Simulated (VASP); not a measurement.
Given:

```
CELL_PARAMETERS angstrom
      1.57784    -2.73290     0.00000
      1.57784     2.73290     0.00000
      0.00000     0.00000    12.21458
ATOMIC_POSITIONS crystal
  W  0.33333 0.66667 0.25000
  W  0.66667 0.33333 0.75000
  S  0.33333 0.66667 0.87889
  S  0.66667 0.33333 0.37889
  S  0.66667 0.33333 0.12111
  S  0.33333 0.66667 0.62111
```

The numbers are results of PBE GGA with D4 dispersion, VASP's PBE PAW potentials (set 64) (plane waves; VASP 6.6.1), not measurements. Numerical set-up: 520 eV cut-off, Gaussian smearing of 0.050 eV, potentials W_sv S.

Unless said otherwise, spin-orbit coupling is left out, though it shifts the bands of the heavy elements here.

Task: Predict the band gap (along the path) with the smallest direct gap where there is one.

Result: 
The band gap (along the path) comes out as 0.95 eV. The smallest direct gap (along the path) comes out as 1.83 eV.

The absolute energy has meaning only against runs of the same code, potentials and settings.

The compound is WS2 in the 2H layered structure. It was relaxed first.
